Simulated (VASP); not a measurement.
```
CELL_PARAMETERS angstrom
      4.16582    -2.27500     0.00000
      4.16582     2.27500     0.00000
      2.92342     0.00000     3.73943
ATOMIC_POSITIONS crystal
  Bi 0.23400 0.23400 0.23400
  Bi 0.76600 0.76600 0.76600
```

Method: PBE GGA, VASP's PBE PAW potentials (set 64) (plane waves; VASP). Numerical set-up: 400 eV cut-off, 9×9×9 Γ-centred mesh, first-order Methfessel-Paxton smearing of 0.30 eV, potentials Bi_d.

### Question
Give the force on each atom (eV/Å).

### Answer

```tsv
atom	Fx	Fy	Fz
Bi1	0.161	0.000	0.054
Bi2	-0.161	0.000	-0.054
```

### Question
Give the stress tensor in GPa (positive for a compressed cell).

### Answer

```
1.60  0.00  0.03
0.00  1.50  0.00
0.03  0.00  1.51
```
The pressure is its mean diagonal, 1.54 GPa.

The compound is Bi in the a7 structure. The cell was not relaxed at this level. The run is one of a series of settings (SIGMA = 0.3 against the base run), some of them coarse on purpose.
